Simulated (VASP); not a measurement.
Runs of VASP 6.6.1 on O2H2. The cell holds a molecule in a box, 4 atoms: a = 12.922 Å, b = 13.422 Å, c = 13.922 Å, α = 90.00°, β = 90.00°, γ = 90.00°. 

| level | potentials or basis | gap on the mesh (eV) | largest force (eV/Å) |
| --- | --- | --- | --- |
| LDA | VASP PAW LDA potentials, release 64 (O, H) | 3.92 | (a) |
| PBEsol | VASP PAW PBE potentials, release 64 (O, H) | (b) | 0.43 |
| RPBE+D3(BJ) | VASP PAW PBE potentials, release 64 (O, H) | 4.05 | 0.30 |
| RPBE | VASP PAW PBE potentials, release 64 (O, H) | 4.05 | 0.30 |
| optB86b-vdW | VASP PAW PBE potentials, release 64 (O, H) | 4.02 | 0.08 |

Alike in all rows: task single point; no spin polarisation; cell as given; k mesh 1 × 1 × 1; cutoff (eV) 400; smearing gaussian 0.01 eV.

Problem. Fill in the values left out.

Solution. (a) 0.80; (b) 4.00.

Caveats: the PAW data sets were made with another functional, which shifts forces and pressure a little (some runs).

Runs at the PBE level aren't shown here.
